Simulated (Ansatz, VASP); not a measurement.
# ReS in VASP and in Ansatz

```
Re S
1.0
     2.94363    0.00000    0.00000
     0.00000    2.94363    0.00000
     0.00000    0.00000    2.94363
Re S
1 1
Direct
  0.00000 0.00000 0.00000
  0.50000 0.50000 0.50000
```

Alike in both runs: task single point; functional r2SCAN; k mesh 14 × 14 × 14; occupations gaussian, width 0.1 eV; no spin polarisation.

|  | VASP | Ansatz |
| --- | --- | --- |
| version | VASP 6.6.1 | Ansatz 0.2.0 |
| potentials or method | VASP PAW PBE potentials, release 64 (Re, S) | scalar-relativistic, plane waves, PAW |
| plane-wave cutoff (eV) | 520 | 500 |
| valence electrons in the cell | 13 | 21 |

```tsv
	VASP	Ansatz	Ansatz less VASP
gap on the k mesh at the Fermi level (eV)	none	none	-
pressure (GPa)	6.4	4.8	-1.57
```

A gap of «none» marks a metal or a gap that the smearing closes. With one functional, cell and mesh, what is left measures potentials, basis and numerics. The two sets of potentials don't hold the same shells in valence.

Caveats: the PAW data sets were made with another functional, which shifts forces and pressure a little (VASP). Spin-orbit coupling is left out, which matters for the levels of Re.
